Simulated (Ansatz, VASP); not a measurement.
**One calculation of PbC, two programs**

```xyz
2
Lattice="3.2489 0.0000 0.0000 0.0000 3.2489 0.0000 0.0000 0.0000 3.2489" Properties=species:S:1:pos:R:3 pbc="T T T"
C     0.0000    0.0000    0.0000
Pb    1.6244    1.6244    1.6244
```

The cell comes from a database or a generator and needn't be the stable form of this composition.

Alike in both runs: task single point; functional PBE; k mesh 6 × 6 × 6; occupations gaussian, width 0.05 eV; no spin polarisation.

|  | VASP | Ansatz |
| --- | --- | --- |
| version | VASP 6.6.1 | Ansatz 0.2.0 |
| potentials or method | VASP PAW PBE potentials, release 64 (C, Pb_d) | scalar-relativistic, plane waves, PAW |
| plane-wave cutoff (eV) | 520 | 420 |
| valence electrons in the cell | 18 | 18 |

```tsv
	VASP	Ansatz	Ansatz less VASP
gap on the k mesh at the Fermi level (eV)	none	none	-
pressure (GPa)	1.4	1.4	+0.01
```

A gap of «none» marks a metal or a gap that the smearing closes. The functional is the same, so the differences come from potentials, cutoffs and numerics.

Spin-orbit coupling is left out, which matters for the levels of Pb.
